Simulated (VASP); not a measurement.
Given:

```xyz
3
Lattice="0.0000 2.5362 2.5362 2.5362 0.0000 2.5362 2.5362 2.5362 0.0000" Properties=species:S:1:pos:R:3 pbc="T T T"
Hf     0.0000     0.0000     0.0000
O      1.2681     1.2681     1.2681
O      3.8043     3.8043     3.8043
```

Level of theory: PBE0 hybrid, VASP's PBE PAW potentials (set 64) (plane waves; VASP). Numerical set-up: 520 eV cut-off, 6×6×6 Γ-centred mesh, Gaussian smearing of 0.050 eV, potentials Hf_pv O.

Q: Give the stress tensor in GPa (positive for a compressed cell).

A: 
```
-7.29   0.00   0.00
 0.00  -7.29   0.00
 0.00   0.00  -7.29
```
The pressure is its mean diagonal, -7.29 GPa.

The compound is HfO2 in the fluorite structure, the high-temperature cubic form, which is unstable at 0 K; the monoclinic form is the stable one. It was relaxed first. The cell's shape comes from a PBE relaxation.
